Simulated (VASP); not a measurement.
Input:

```
AlGa3N4
1.0
    4.47064     0.00000     0.00000
    0.00000     4.47064     0.00000
    0.00000     0.00000     4.47064
Al Ga N
1 3 4
Direct
  0.00000   0.00000   0.00000
  0.50000   0.50000   0.00000
  0.00000   0.50000   0.50000
  0.50000   0.00000   0.50000
  0.75575   0.75575   0.24425
  0.75575   0.24425   0.75575
  0.24425   0.24425   0.24425
  0.24425   0.75575   0.75575
```

Method: r2SCAN meta-GGA, VASP's PBE PAW potentials (set 64) (plane waves; VASP 6.6.1). Numerical set-up: 520 eV cut-off, 6×6×6 Γ-centred mesh, tetrahedra with Blöchl corrections, potentials Al Ga_d N.

Q: Tabulate the total density of states (states/eV per cell) against energy (eV; zero at the valence-band maximum or, without a gap, the Fermi level).

A: 
```
E (eV) | DOS (states/eV)
    -9.94 |  0.00
    -9.58 |  0.00
    -9.10 |  0.00
    -8.74 |  0.00
    -8.26 |  0.00
    -7.90 |  0.00
    -7.42 |  0.00
    -7.06 |  0.00
    -6.58 | #### 0.90
    -6.22 | ####### 1.56
    -5.74 | ############################## 6.99
    -5.38 | ################ 3.80
    -4.90 | ########### 2.64
    -4.54 | ####### 1.60
    -4.18 | ######## 1.77
    -3.70 | ####### 1.68
    -3.34 | ################## 4.14
    -2.86 | ################## 4.08
    -2.50 | ##################### 5.00
    -2.02 | ##################### 4.82
    -1.66 | ########################### 6.25
    -1.18 | ################# 3.92
    -0.82 | #################### 4.75
    -0.34 | ########### 2.68
     0.02 |  0.05
     0.50 |  0.00
     0.86 |  0.00
     1.22 |  0.00
     1.70 |  0.00
     2.06 |  0.00
     2.54 |  0.00
     2.90 |  0.00
     3.38 |  0.04
     3.74 | # 0.13
     4.22 | # 0.34
     4.58 | ### 0.77
     5.06 | ###### 1.32
     5.42 | ######### 2.14
     5.90 | ################ 3.64
     6.26 | ################ 3.75
```
Within 2 eV below the valence-band maximum the largest weight inside VASP's projection spheres is N p.

The structure comes from a computed database's AlGa3N4 entry (P-43m); how it stands against other phases isn't given here. It was relaxed first.
